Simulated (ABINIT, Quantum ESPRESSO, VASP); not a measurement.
## SrVO3 (Pm-3m, 5 atoms in the cell) computed with different codes at matched settings

Self-consistent single point.

```
SrVO3
1.0
    3.78432     0.00000     0.00000
    0.00000     3.78432     0.00000
    0.00000     0.00000     3.78432
Sr V O
1 1 3
Direct
  0.00000   0.00000   0.00000
  0.50000   0.50000   0.50000
  0.50000   0.00000   0.50000
  0.00000   0.50000   0.50000
  0.50000   0.50000   0.00000
```

All programs got the same cell, k-point mesh and kind of occupations (in VASP's words: KPOINTS grid = 9 9 9; KPOINTS shift = 0 0 0; ISMEAR = -1; SIGMA = 0.1 eV); potentials, basis and cutoffs are each program's usual ones.

```csv
code,model,pressure (GPa),cutoff
VASP,"PBE, VASP's PBE PAW potentials (set 64)",7.43,400 eV
Quantum ESPRESSO,"PBE, GBRV 1.5 ultrasoft (PBE) pseudopotentials",12.12,50 Ry
ABINIT,"PBE, norm-conserving pseudopotentials (PseudoDojo nc-sr-05 PBE standard)",11.39,42 Ha
```

The spread over the programs that give each value: pressure within 4.69 GPa.

The starting cell has typed, rounded lattice constants, without a prior relaxation at this level. Its lattice was rescaled by a random factor within 2.5 % of one. On VASP's run: Spin polarisation is off; with an odd number of electrons in the cell that forces a metal, and a magnetic state may lie lower. In the base run, with a pressure of about 7 GPa the cell is away from its equilibrium volume at this level.

**Question.** Why do the programs differ, and what cannot be compared?

**Answer.** Differences of this kind can come from the potentials, where these differ, and from what each basis and cutoff leave unconverged. The zero of total energies and Fermi levels follows the potentials and each program's conventions, so they are not compared here. In the pressure, VASP (by 3.96) lies more than 1 GPa from the median of the plane-wave programs.

VASP's run is marked for a possible Pulay error in its stress at this cutoff; no cutoff test was made.

Left out of this page: Ansatz, GPAW, CP2K, Elk, FLEUR and SIESTA (not drawn, or without a comparable value).
